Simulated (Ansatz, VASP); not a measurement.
**SnTeSe: VASP beside Ansatz**

Aim: how closely do two programs agree when they are given the same cell, functional and k mesh? Of the first pair: The structure shown is the start of the Ansatz relaxation below; VASP solves that cell, so the two are compared at the walk's first step.

Method: plane waves, with VASP 6.6.1 beside it; single point at PBE, in Ansatz 0.2.0.

## 1. The structure

The cell holds 3 atoms: 1 Sn, 1 Se and 1 Te. Its edges and angles: a = 3.993 Å, b = 4.053 Å, c = 30.000 Å, α = 90.0°, β = 90.0°, γ = 119.5°. Vacuum lies along c.

As a file:

```cif
data_structure
_symmetry_space_group_name_H-M 'P 1'
_symmetry_Int_Tables_number 1
_cell_length_a 3.9926
_cell_length_b 4.0526
_cell_length_c 30.0000
_cell_angle_alpha 90.000
_cell_angle_beta 90.000
_cell_angle_gamma 119.511
_cell_volume 422.44
loop_
_atom_site_label
_atom_site_type_symbol
_atom_site_fract_x
_atom_site_fract_y
_atom_site_fract_z
_atom_site_occupancy
Sn1 Sn 0.99934 0.99869 0.33522 1
Se2 Se 0.33288 0.66576 0.38711 1
Te3 Te 0.66778 0.33555 0.27434 1
```

## 2. Ansatz: relaxation, PBE

Ansatz runs on its PAW soft_1 files.

The two programs are compared at the cell with which this relaxation starts, whose forces are those of its first step.

Input file input.yaml:

```yaml
crystal:
  lattice:
    - [3.9926122787, 0.0, 0.0]
    - [-1.9963061393, 3.526857734, 0.0]
    - [0.0, 0.0, 30.0]
  atoms:
    - { symbol: Sn, position: [-0.0006560201, -0.0013120402, 0.3352225151] }
    - { symbol: Se, position: [0.3328787788, 0.6657575577, 0.3871064372] }
    - { symbol: Te, position: [0.6677772413, 0.3355544825, 0.2743377142] }
  periodic: [true, true, false]
kpoints:
  mp_grid: { grid: [12, 12, 1] }
hamiltonian:
  xc: pbe
  pseudopotentials: { kind: paw, azcp: { folder: soft_1 } }
scf:
  occupations: { method: methfessel_paxton, width: 0.2 }
output:
  forces: true
  stress: true
  eigenvalues: true
relax:
  adjacent_minimum: "off"
  f_tol: 0.001
  max_steps: 60
```

Started as:

```console
$ ansatz run input.yaml --threads 8 --pin off --max-ram 16384MiB --backend cpu --events-out ev --progress --plain --runs-dir out
```

Numbers of over 12 decimals in the logs are rounded to 6 here.

The log of the run:

```text
Warning: output.stress: scf.convergence.dr2_threshold = 1e-9 eV (the default of a walk held to its f_tol) is looser than the 3e-10 eV advised for a printed stress (1e-10 eV for each atom of the cell: 3). What an SCF threshold leaves in a stress goes as its square root, and in the free energy as the threshold itself, and one threshold admits the most on a small cell: [figures from the program's tests cut] Every solve  [...]
Engine: ansatz 0.2.0, x86_64-unknown-linux-gnu
Pseudopotentials: kind: paw
Pseudopotential: Sn, paw, valence charge 14, recommended cutoff 420 eV (normal), soft_1/Sn.paw.azcp
Pseudopotential: Se, paw, valence charge 16, recommended cutoff 420 eV (normal), soft_1/Se.paw.azcp
Pseudopotential: Te, paw, valence charge 16, recommended cutoff 420 eV (normal), soft_1/Te.paw.azcp
Functional definition: PBE
  parameter kappa = 0.804
  parameter beta = 0.066725
  exchange = pbe_x(kappa = kappa, mu = beta*pi^2/3)
  correlation = pbe_c(beta = beta)
Crystal: 3 atoms, lattice volume = 422.441 Å³
Basis set: ecut = 420 eV, 8273 PW (Γ), exchange–correlation on 54×60×432 points (8 copies of the dense FFT grid, shifted against one another)
Bands: 28, of which v1, the nominal top of the filled ones, is band 23 counted from 1 (22 counted from 0)
Symmetry: 2 space group operations
Space group: Cm (ITA 8), of the structure as read, at distance tolerance 7.5e-5 Å
k-points: 43 of 144 (time reversal used)
Non-local potential: Sn, projectors of the file, l = 0: 2, l = 1: 2, l = 2: 2, l = 3: 1
Non-local potential: Se, projectors of the file, l = 0: 2, l = 1: 2, l = 2: 3, l = 3: 1
Non-local potential: Te, projectors of the file, l = 0: 2, l = 1: 2, l = 2: 2, l = 3: 1
PAW form: soft (Blöchl's): semilocal exchange-correlation on the pseudo side does not see the compensation charge
PAW one-centre angular grid: Sn, 590 points (default); XC on 64 Gauss nodes
PAW one-centre angular grid: Se, 590 points (default); XC on 64 Gauss nodes
PAW one-centre angular grid: Te, 590 points (default); XC on 64 Gauss nodes
Initial density: superposition of atomic densities (neutral atoms: chi_scale 0, normalization atom)
Initial wavefunctions: pseudopotential atomic-orbital guess
Functional: x = pbe(κ = 0.804, μ = 0.219515), c = pbe(β = 0.066725)
iter 1 solved again at ethr=1.95e-3 eV; its pass at ethr=3.10e-3 eV (dr2=8.99e-1 eV) is discarded
SCF iter   1: F=—  HF=-18474.145133 eV  |F-HF|=—  |Δ(HF+E_count)|=         —  Δρ=1.10e-2  dr2=9.10e-1  ethr=1.95e-3  ⟨swp⟩=1.0  Hψ=9443  notcnv=0
preconditioner: auto → LDOS  [metal: Δε(μ)=0.055 eV  Ē_g=8.922 eV  σ=0.200 eV  W_gap=0.23  n_scr=48 (ndim 8)  ℏωp=7.2 eV  f_vac=0.754  D(μ)=0.94/eV (n_scr^D=6)  β→1.0]
SCF iter   2: F=—  HF=-18474.079780 eV  |F-HF|=—  |Δ(HF+E_count)|=   6.54e-2  S|Δr|=    0.00e0  Δρ=6.98e-3  dr2=9.65e-1  ethr=1.95e-3  ⟨swp⟩=4.1  Hψ=3055  notcnv=0  defer=9
SCF iter   3: F=—  HF=-18473.952636 eV  |F-HF|=—  |Δ(HF+E_count)|=   1.27e-1  S|Δr|=    0.00e0  Δρ=1.36e-3  dr2=3.72e-2  ethr=1.95e-3  ⟨swp⟩=2.9  Hψ=2075  notcnv=0  defer=12
SCF iter   4: F=—  HF=-18473.950573 eV  |F-HF|=—  |Δ(HF+E_count)|=   2.06e-3  S|Δr|=    0.00e0  Δρ=5.33e-4  dr2=2.93e-3  ethr=8.10e-5  ⟨swp⟩=3.2  Hψ=2202  notcnv=0  defer=12
SCF iter   5: F=—  HF=-18473.949978 eV  |F-HF|=—  |Δ(HF+E_count)|=   5.95e-4  S|Δr|=    0.00e0  Δρ=1.16e-4  dr2=1.14e-4  ethr=6.37e-6  ⟨swp⟩=2.9  Hψ=1922  notcnv=0  defer=12
SCF iter   6: F=—  HF=-18473.950030 eV  |F-HF|=—  |Δ(HF+E_count)|=   5.16e-5  S|Δr|=    0.00e0  Δρ=3.75e-5  dr2=1.39e-5  ethr=2.49e-7  ⟨swp⟩=3.6  Hψ=2495  notcnv=0  defer=12
SCF iter   7: F=—  HF=-18473.950071 eV  |F-HF|=—  |Δ(HF+E_count)|=   4.08e-5  S|Δr|=    0.00e0  Δρ=1.10e-5  dr2=5.20e-7  ethr=3.02e-8  ⟨swp⟩=3.5  Hψ=2160  notcnv=0  defer=12
iter 8 did not close the SCF: its close was put off until two iterations running show no level that it waits for move by more than its bar (scf_convergence_deferred on its scf_iter line)
[...]
preconditioner: auto → LDOS  [metal: Δε(μ)=0.063 eV  Ē_g=8.786 eV  σ=0.200 eV  W_gap=0.26  n_scr=48 (ndim 8)  ℏωp=7.2 eV  f_vac=0.760  D(μ)=1.01/eV (n_scr^D=6)  β→1.0]
SCF iter   2: F=—  HF=-18473.949921 eV  |F-HF|=—  |Δ(HF+E_count)|=   8.90e-5  S|Δr|=    0.00e0  Δρ=1.13e-4  dr2=7.54e-5  ethr=1.13e-6  ⟨swp⟩=3.4  Hψ=2572  notcnv=0  defer=9
SCF iter   3: F=—  HF=-18473.949946 eV  |F-HF|=—  |Δ(HF+E_count)|=   2.41e-5  S|Δr|=    0.00e0  Δρ=3.57e-5  dr2=9.26e-6  ethr=1.64e-7  ⟨swp⟩=2.3  Hψ=2372  notcnv=0  defer=9
SCF iter   4: F=—  HF=-18473.949943 eV  |F-HF|=—  |Δ(HF+E_count)|=   2.28e-6  S|Δr|=    0.00e0  Δρ=8.62e-6  dr2=6.05e-7  ethr=2.01e-8  ⟨swp⟩=3.0  Hψ=2533  notcnv=0  defer=9
SCF iter   5: F=-18473.949944 eV  HF=-18473.949943 eV  |F-HF|=3.47e-8  |Δ(HF+E_count)|=   1.67e-7  S|Δr|=    0.00e0  Δρ=1.97e-6  dr2=3.32e-8  ethr=4.46e-10  ⟨swp⟩=13.2  Hψ=6985  notcnv=0
SCF 2 converged in 5 iterations: F = -18473.949944 eV  dr2 = 3.32e-8
relax step   2: F+E_penalty+E_count = -18473.94994352 eV  Δ(F+E_penalty+E_count) = +1.285e-4 eV  max|allowed force component| = 8.483e-2 eV/Å  Δτ_max = 0.0176 Å  (5 SCF iters, dr2 threshold 2.05e-7 eV, rejected (line search))
[...]
relax step   3: F+E_penalty+E_count = -18473.95056282 eV  Δ(F+E_penalty+E_count) = -4.909e-4 eV  max|allowed force component| = 1.256e-2 eV/Å  Δτ_max = 0.0086 Å  (5 SCF iters, dr2 threshold 1.00e-7 eV, accepted)
[...]
relax step   4: F+E_penalty+E_count = -18473.95059173 eV  Δ(F+E_penalty+E_count) = -2.891e-5 eV  max|allowed force component| = 8.355e-3 eV/Å  Δτ_max = 0.0034 Å  (5 SCF iters, dr2 threshold 9.86e-9 eV, accepted)
[...]
relax step   5: F+E_penalty+E_count = -18473.95059619 eV  Δ(F+E_penalty+E_count) = -4.457e-6 eV  max|allowed force component| = 9.913e-5 eV/Å  Δτ_max = 0.0008 Å  (5 SCF iters, dr2 threshold 4.36e-9 eV, accepted)
[...]
relax step   6: F+E_penalty+E_count = -18473.95059619 eV  Δ(F+E_penalty+E_count) = +5.821e-11 eV  max|allowed force component| = 1.016e-4 eV/Å  Δτ_max = 0.0000 Å  (2 SCF iters, accepted)
SCF converged after 2 iterations
Stability not checked: this state was not tested for a lower state beside it, because cold or Methfessel-Paxton smearing, or corrected tetrahedra, fill the levels in a way that the test cannot read (fill_not_monotonic; see scf.lower_state_search)
Free energy (F): -18473.950596 eV
Harris-Foulkes:  -18473.950596 eV  (|F-HF|=7.20e-10)
Internal energy: -18473.950071 eV  (E = F + TS)
E sigma→0 (E₀):  -18473.950465 eV
Entropy (-TS):   -0.000525 eV (-0.175 meV/atom)
Fermi energy:    -5.311680 eV
Step filling:    the computed levels leave a gap of 0.0014 eV = 0.0 smearing widths at the electron count; against every level under it full and every level over it empty, smearing changes F+E_penalty+E_count by -0.876 meV and its σ→0 estimate by -0.745 meV
--- Per-component energies (eV) ---
  E_band       = -1375.438646
  E_kinetic    = 448.821865
  E_local      = -84150.962542  (includes V_loc(G=0)·N_el)
  E_nonlocal   = -143.406616
  E_hartree    = 41825.233583
  E_xc         = -331.428989
  E_vxc        = -269.932951  (∫ρ·V_xc dr)
  E_paw        = -11172.499707  (= ΣΔE_a)
  E_vpaw       = -910.428136  (= ΣTr[D̂ρ^β])
  E_aug_tail   = 0.000029  (compensation charges beyond the density's cutoff)
  E_ewald      = 35050.292305
  E_smearing   = -0.000525  (= −TS)
  E_closure    = 0.000000  (closes the sum)
  Σ components = -18473.950596   (vs F -18473.950596, Δ=0.00e0)
--- Forces (eV/Å), atoms counted from 1 ---
  atom   1  Sn     0.00000000     0.00007005     0.00005930
  atom   2  Se    -0.00000000    -0.00010227    -0.00001164
  atom   3  Te     0.00000000     0.00003009    -0.00004936
  max |Σ_I F_I| component: 2.13e-6 eV/Å
--- 2D stress c σ (N/m, compression-positive) ---
       -0.379022      -0.000000      -0.000000
       -0.000000      -0.719793      -0.000000
        0.000000       0.000000       0.000000
  P = ½ c Tr σ = -0.5494 N/m
--- Band table (eV; the first three rows and the last of 43) ---
  k-point 0: bands = [... 19 lower, -6.5038, -6.4496, -5.3757, -5.2180, -4.7025, -2.6970, -1.8198 (-1.8198°), -1.7161, ... 1 higher]
  k-point 1: bands = [... 19 lower, -6.7580, -6.5728, -5.8548, -5.2515, -4.3222, -2.3114, -1.8819 (-1.8819°), -1.5716, ... 1 higher]
  k-point 2: bands = [... 19 lower, -6.8682, -6.8659, -6.5139, -5.3542, -4.0253, -2.2927, -1.2284 (-1.2284°), -1.1898, ... 1 higher]
  k-point 42: bands = [... 19 lower, -8.8146, -7.9691, -6.8519, -6.1737, -4.3648, -1.5724, -0.7663, -0.3819, ... 1 higher]
  ° read free of the cell's end (the report's vacuum.weakly_bound_levels)
--- Relaxed structure (6 steps of the walk, 5 accepted, 0 SCFs on fresh bases) ---
  F+E_penalty+E_count = -18473.95059619 eV   max|allowed force component| = 1.016e-4 eV/Å
  cell:  # Å, volume = 422.4413 Å³
    - [3.9926122787, -2.8301472497880878e-11, 0.0]
    - [-1.996306139325, 3.526858, 0.0]
    - [0.0, 0.0, 30.0]
  atoms:
    - { symbol: Sn, position: [-0.00133872, -0.00267743, 0.335162] }
    - { symbol: Se, position: [0.332670, 0.665341, 0.386884] }
    - { symbol: Te, position: [0.668668, 0.337337, 0.274620] }
```

In the SCF lines HF is the Harris–Foulkes energy and dr2 the Hartree energy of the density residual, in eV; the loop may stop once dr2 is under the threshold and the program's other checks hold. Hψ counts applications of the Hamiltonian.

## 3. VASP: single point, PBE, start cell, pair 1

The same cell, functional, mesh and smearing now go to VASP, with its own data sets.

Lines of VASP's logs that name or quote its potential files are left out, and so is its time.

Input file INCAR:

```
SYSTEM = SnTeSe
PREC = Accurate
ENCUT = 400
EDIFF = 1E-06
NELM = 120
ISMEAR = 1
SIGMA = 0.2
LREAL = .FALSE.
ALGO = Normal
GGA = PE
NBANDS = 19
LORBIT = 11
LWAVE = .FALSE.
LCHARG = .FALSE.
ISIF = 2
LDIPOL = .TRUE.
IDIPOL = 3
DIPOL = 0.5 0.5 0.332
LVHAR = .TRUE.
LASPH = .TRUE.
GGA_COMPAT = .FALSE.
NELMDL = -8
KPAR = 2
```

Input file POSCAR:

```
SnTeSe
1.0
    3.9926122787      0.0000000000      0.0000000000
   -1.9963061393      3.5268577340      0.0000000000
    0.0000000000      0.0000000000     30.0000000000
Sn Se Te
1 1 1
Direct
    0.9993440336      0.9986880673      0.3352225000
    0.3328787516      0.6657575034      0.3871064333
    0.6677772523      0.3355545047      0.2743377000
```

Input file KPOINTS:

```
Automatic mesh
0
Gamma
12 12 1
0 0 0
```

Potentials, in the order of the species: Sn_d, Se and Te (PBE family, release 64).

Started as:

```console
$ mpirun -np 2 vasp_std
```

The log of the run:

```text
[banner, memory and clock lines left out]
running    2 mpi-ranks, on    1 nodes
 distrk:  each k-point on    1 cores,    2 groups
 distr:  one band on    1 cores,    1 groups

 POSCAR found type information on POSCAR SnSeTe
 POSCAR found :  3 types and       3 ions
 LDA part: xc-table for (Slater+PW92), standard interpolation
 POSCAR, INCAR and KPOINTS ok, starting setup
 FFT: planning ... GRIDC
 FFT: planning ... GRID_SOFT
 FFT: planning ... GRID
 WAVECAR not read
 entering main loop
       N       E                     dE             d eps       ncg     rms          rms(c)
DAV:   1     0.153966454345E+03    0.15397E+03   -0.91811E+03  1978   0.822E+02
DAV:   2     0.537682141024E+01   -0.14859E+03   -0.14603E+03  2208   0.203E+02
DAV:   3    -0.106917010317E+02   -0.16069E+02   -0.15987E+02  2074   0.764E+01
DAV:   4    -0.111890422989E+02   -0.49734E+00   -0.49659E+00  2383   0.164E+01
DAV:   5    -0.111988426792E+02   -0.98004E-02   -0.98002E-02  2389   0.200E+00
DAV:   6    -0.111989575610E+02   -0.11488E-03   -0.11488E-03  2383   0.194E-01
DAV:   7    -0.111989619033E+02   -0.43424E-05   -0.43423E-05  2460   0.338E-02
DAV:   8    -0.111989619708E+02   -0.67426E-07   -0.67591E-07  2090   0.439E-03    0.559E+00
DAV:   9    -0.110156958748E+02    0.18327E+00   -0.65033E-01  2127   0.630E+00    0.339E+00
DAV:  10    -0.110184567404E+02   -0.27609E-02   -0.39978E-01  1843   0.345E+00    0.965E-01
DAV:  11    -0.110056741603E+02    0.12783E-01   -0.14851E-01  1931   0.174E+00    0.334E-01
DAV:  12    -0.110044985808E+02    0.11756E-02   -0.79348E-03  1941   0.686E-01    0.216E-01
DAV:  13    -0.110045518007E+02   -0.53220E-04   -0.29040E-03  2019   0.232E-01    0.987E-02
DAV:  14    -0.110045091566E+02    0.42644E-04   -0.11546E-03  2105   0.161E-01    0.392E-02
[...]
DAV:  19    -0.110046940177E+02   -0.62134E-04   -0.58526E-06  1418   0.774E-03    0.401E-03
DAV:  20    -0.110047081536E+02   -0.14136E-04   -0.14252E-06  1808   0.366E-03    0.309E-03
DAV:  21    -0.110047161839E+02   -0.80303E-05   -0.13374E-07  1811   0.152E-03    0.191E-03
DAV:  22    -0.110047251403E+02   -0.89564E-05   -0.31112E-07  1676   0.226E-03    0.621E-04
DAV:  23    -0.110047283754E+02   -0.32351E-05   -0.54131E-08  1848   0.101E-03    0.948E-04
DAV:  24    -0.110047306367E+02   -0.22612E-05   -0.22664E-08  1693   0.668E-04    0.344E-04
DAV:  25    -0.110047317479E+02   -0.11112E-05   -0.37075E-08  1749   0.538E-04    0.194E-04
DAV:  26    -0.110047325375E+02   -0.78956E-06   -0.68365E-09  1634   0.311E-04
   1 F= -.11004733E+02 E0= -.11004458E+02  d E =-.824512E-03
```

OUTCAR, selected parts (step 3):

```text
ion  position               nearest neighbor table
   1  0.999  0.999  0.335-   2 2.79   2 2.79   2 2.82   3 2.96   3 2.96   3 2.97
   2  0.333  0.666  0.387-   1 2.79   1 2.79   1 2.82
   3  0.668  0.336  0.274-   1 2.96   1 2.96   1 2.97

  LATTYP: Found a base centered orthorhombic cell.
 ALAT       =     3.9926122787
 B/A-ratio  =     1.7666918237
 C/A-ratio  =     7.5138776084

 Subroutine GETGRP returns: Found  2 space group operations
 (whereof  2 operations were pure point group operations)

The static configuration has the point symmetry C_1h.

 Found     43 irreducible k-points:

   k-points           NKPTS =     43   k-points in BZ     NKDIM =     43   number of bands    NBANDS=     19

   dimension x,y,z NGX =    28 NGY =   28 NGZ =  196
   dimension x,y,z NGXF=    56 NGYF=   56 NGZF=  392

   ENCUT  =  400.0 eV  29.40 Ry    5.42 a.u.   6.51  6.61 48.92*2*pi/ulx,y,z

   NELECT =      26.0000    total number of electrons

 k-points in reciprocal lattice and weights: Automatic mesh
   0.00000000  0.00000000  0.00000000       0.007
   0.08333333  0.00000000  0.00000000       0.028
   0.16666667  0.00000000  0.00000000       0.028
   0.25000000  0.00000000  0.00000000       0.028
   0.33333333  0.00000000  0.00000000       0.028
   0.41666667  0.00000000  0.00000000       0.028
   0.50000000  0.00000000  0.00000000       0.014
   0.00000000  0.08333333  0.00000000       0.014
   0.08333333  0.08333333  0.00000000       0.028
[...]
0.16666667  0.41666667  0.00000000       0.014
   0.00000000  0.50000000  0.00000000       0.007

 dipolmoment           0.000000      0.000000      0.028886 electrons x Angstroem

 average (electrostatic) potential at core
       1-110.3620       2 -61.1479       3 -97.0365

 E-fermi :  -3.1315

 k-point     1 :       0.0000    0.0000    0.0000
  band No.  band energies     occupation
    ...
      8      -9.0580      2.00000
      9      -4.6447      2.00000
     10      -4.3233      2.00000
     11      -4.2620      2.00000
     12      -3.1680      1.30325
     13      -3.0359      0.28445
     14      -2.5362     -0.00021
     15      -0.5178     -0.00000
     16       0.3455     -0.00000
     17       0.4676     -0.00000
    ...

 k-point     2 :       0.0833    0.0000    0.0000
  band No.  band energies     occupation
    ...
      9      -4.7684      2.00000
     10      -4.6139      2.00000
     11      -4.4392      2.00000
     12      -3.6020      2.00436
     13      -3.1644      1.27457
     14      -2.1433     -0.00000
     15      -0.2232     -0.00000
     16       0.4241     -0.00000
     17       0.5357     -0.00000
     18       1.6679      0.00000
    ...

 k-point     3 :       0.1667    0.0000    0.0000
  band No.  band energies     occupation
    ...
      9      -5.6181      2.00000
     10      -4.7746      2.00000
     11      -4.6229      2.00000
     12      -4.3585      2.00000
     13      -3.2779      1.94120
     14      -1.8786     -0.00000
     15      -0.2006     -0.00000
     16       0.8429     -0.00000
     17       1.0876      0.00000
     18       1.9108      0.00000
    ...

  Total       -0.4004397     -0.7374726     -0.1620020     -0.0000000     -0.0338409     -0.0000000
  in kB       -1.5187330     -2.7969849     -0.6144190     -0.0000000     -0.1283473     -0.0000000
  external PRESSURE =      -1.6433790 kB  Pullay stress =       0.0000000 kB

  energy-cutoff  :      400.00
  volume of cell :      422.44
      direct lattice vectors                 reciprocal lattice vectors
     3.992612279  0.000000000  0.000000000     0.250462587  0.141769257  0.000000000
    -1.996306139  3.526857734  0.000000000     0.000000000  0.283538514  0.000000000
     0.000000000  0.000000000 30.000000000     0.000000000  0.000000000  0.033333333

 POSITION                                       TOTAL-FORCE (eV/Angst)
 -----------------------------------------------------------------------------------
      1.99631      3.52223     10.05668        -0.000000     -0.021876     -0.016217
     -0.00000      2.34803     11.61319         0.000000      0.001624     -0.031807
      1.99631      1.18345      8.23013         0.000000      0.020251      0.048024
 -----------------------------------------------------------------------------------
    total drift:                                0.000000      0.000536     -0.000986

  FREE ENERGIE OF THE ION-ELECTRON SYSTEM (eV)
  ---------------------------------------------------
  free  energy   TOTEN  =       -11.0047325375 eV

  energy  without entropy=      -11.0039080252  energy(sigma->0) =      -11.00445770

 vacuum level on the upper side and lower side of the slab         2.361         1.989

 total charge
# of ion       s       p       d       tot
------------------------------------------
    1        1.102   0.950  10.053  12.105
    2        1.484   2.265   0.020   3.769
    3        1.397   1.947   0.024   3.368
--------------------------------------------------
tot          3.983   5.162  10.096  19.242

[... 3 further parts left out ...]
```

The run ends at a pressure of -0.16 GPa, with forces up to 0.052 eV/Å.

(Part 1 of 2 ends here.)

[Lines on the potential files, build, host, timing and source positions are cut from VASP's logs without a mark.]

[Logs are printed without paths, hosts, clocks, repeated set-up lines and the standing remarks that a program may print on its own settings, such as how far it seeks lower states.]

[Hosts, paths, dates, database ids (printed as entryN), source tags and the programs' standing remarks are cut or masked in the printed files.]
